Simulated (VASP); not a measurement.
Input:

```
CELL_PARAMETERS angstrom
      3.13511     0.00000     0.00000
      0.00000     3.09791     2.70627
      0.00000    -3.09791     2.70627
ATOMIC_POSITIONS crystal
  Cr 0.00000 0.86083 0.86083
  O  0.50000 0.00436 0.00436
  O  0.00000 0.48136 0.88773
  O  0.00000 0.88773 0.48136
```

The numbers are results of LDA (Ceperley-Alder, Perdew-Zunger), VASP's LDA PAW potentials (set 64) (plane waves; VASP), not measurements. Numerical set-up: 520 eV cut-off, Gaussian smearing of 0.050 eV, potentials Cr_pv O.

Task: Give the energies of bands 7 to 18 at the high-symmetry points, in eV from the valence-band maximum.

Result: 
| band | Γ | Y | F0 | Z | B0 | T | S | R |
|---|---|---|---|---|---|---|---|---|
| 7 | -4.89 | -5.33 | -5.07 | -5.09 | -5.05 | -5.27 | -5.37 | -5.15 |
| 8 | -4.04 | -5.16 | -5.05 | -4.06 | -5.05 | -4.99 | -5.02 | -4.90 |
| 9 | -3.52 | -5.12 | -4.92 | -3.75 | -4.43 | -4.70 | -4.12 | -4.56 |
| 10 | -3.24 | -4.79 | -4.43 | -3.16 | -4.23 | -4.69 | -3.23 | -3.63 |
| 11 | -2.73 | -2.95 | -2.84 | -3.05 | -3.93 | -3.94 | -2.98 | -3.29 |
| 12 | -2.51 | -2.04 | -2.12 | -1.87 | -3.10 | -3.39 | -2.68 | -2.38 |
| 13 | -2.48 | -1.08 | -1.25 | -1.83 | -1.18 | -1.08 | -1.53 | -1.80 |
| 14 | -1.83 | -1.05 | -1.24 | -1.74 | -0.48 | -0.06 | -1.49 | -0.99 |
| 15 | -1.09 | -0.08 | -0.42 | -1.72 | -0.44 | -0.05 | -0.66 | -0.58 |
| 16 | 1.89 | 2.26 | 2.26 | 1.03 | 1.76 | 1.86 | 2.17 | 1.36 |
| 17 | 2.74 | 2.37 | 2.33 | 1.66 | 1.79 | 1.90 | 2.57 | 1.78 |
| 18 | 4.27 | 4.16 | 4.20 | 3.16 | 2.80 | 2.53 | 4.33 | 2.96 |

The gap is indirect, 1.03 eV, from the valence maximum at T-Y at 0.29 to the conduction minimum at Z.

The structure comes from a computed database's CrO3 entry (Amm2); how it stands against other phases isn't given here. It was relaxed first, which changed the volume by -18 %. The run is not spin-polarised, so no magnetic state was tried.
